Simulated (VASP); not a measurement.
Here is the system:

```
CELL_PARAMETERS angstrom
      2.05569     1.18685     6.71759
     -2.05569     1.18685     6.71759
      0.00000    -2.37371     6.71759
ATOMIC_POSITIONS crystal
  Sn 0.50000 0.50000 0.50000
  Pb 0.00000 0.00000 0.00000
  S  0.24719 0.24719 0.24719
  S  0.75281 0.75281 0.75281
```

Level of theory: PBEsol GGA, VASP's PBE PAW potentials (set 64) (plane waves; VASP). Run with 400 eV cut-off, Gaussian smearing of 0.050 eV, potentials Sn_d Pb_d S.

Unless said otherwise, spin-orbit coupling is left out, though it shifts the bands of the heavy elements here.

Task: Give the energies of bands 14 to 23 at the high-symmetry points, in eV from the valence-band maximum.

Result: 
| band | Γ | T | H2 | L | S0 | F |
|---|---|---|---|---|---|---|
| 14 | -5.41 | -6.75 | -7.61 | -7.59 | -7.58 | -6.61 |
| 15 | -2.61 | -2.52 | -4.92 | -4.44 | -5.24 | -5.91 |
| 16 | -2.61 | -2.52 | -4.88 | -4.28 | -4.48 | -4.01 |
| 17 | -2.61 | -2.46 | -3.65 | -3.40 | -4.10 | -4.00 |
| 18 | -2.29 | -2.46 | -3.47 | -3.26 | -3.23 | -2.29 |
| 19 | -2.29 | -1.35 | -2.18 | -2.66 | -2.37 | -2.28 |
| 20 | -0.08 | -1.20 | -1.55 | -2.18 | -1.07 | -0.09 |
| 21 | 0.26 | 1.84 | 2.04 | 2.47 | 1.38 | 0.28 |
| 22 | 1.49 | 2.47 | 2.20 | 2.57 | 2.60 | 1.49 |
| 23 | 1.49 | 2.67 | 3.34 | 3.43 | 3.22 | 1.50 |

The gap is direct, 0.07 eV, from the valence maximum at L-Γ at 0.91 to the conduction minimum at L-Γ at 0.91.

The structure comes from a computed database's SnPbS2 entry (R-3m); how it stands against other phases isn't given here. It was relaxed first, which changed the volume by -6 %.
